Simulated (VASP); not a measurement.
Equation of state of Ni3Hg under PBE

```
Hg Ni
1.0
     3.74491    0.00000    0.00000
     0.00000    3.74491    0.00000
     0.00000    0.00000    3.74491
Hg Ni
1 3
Direct
  0.00000 0.00000 0.00000
  0.50000 0.50000 0.00000
  0.50000 0.00000 0.50000
  0.00000 0.50000 0.50000
```

The cell comes from a database or a generator and needn't be the stable form of this composition.

The cell was scaled at fixed shape and fractions and run with VASP, PBE PAW files Hg, Ni, 520 eV; PBE, k mesh 7 × 7 × 7 on the cell of 4 atoms, fermi-dirac occupations of 0.05 eV, collinear spin, ferromagnetic start, no spin-orbit coupling. Energies are those that the program minimises, any entropy of the smearing included. For a metal such a mesh isn't converged to the digits shown. The magnetic state is the one that the start led to, which needn't be the lowest.

```tsv
V (Å³/atom)	energy over the lowest row (meV/atom)
12.3422	37.94
12.6048	?
12.8674	6.78
13.1300	0.71
13.3926	0.00
13.6552	4.05
13.9178	12.29
```

Problem. Fit the third-order Birch-Murnaghan form, give V0, B0 and B′, and predict the energy left open.

Solution. With y = (V0/V)^(2/3), E = E0 + (9 V0 B0/16) [(y - 1)³ B′ + (y - 1)² (6 - 4y)]. Least squares through the rows shown give V0 = 13.2969 Å³/atom, E0 = -0.32 meV, B0 = 153.2 GPa (1 eV/Å³ = 160.218 GPa) and B′ = 5.23, with a largest miss of 0.00 meV. At V = 12.6048 the form with these constants gives 18.93 meV; the run gave 18.93 meV an atom.
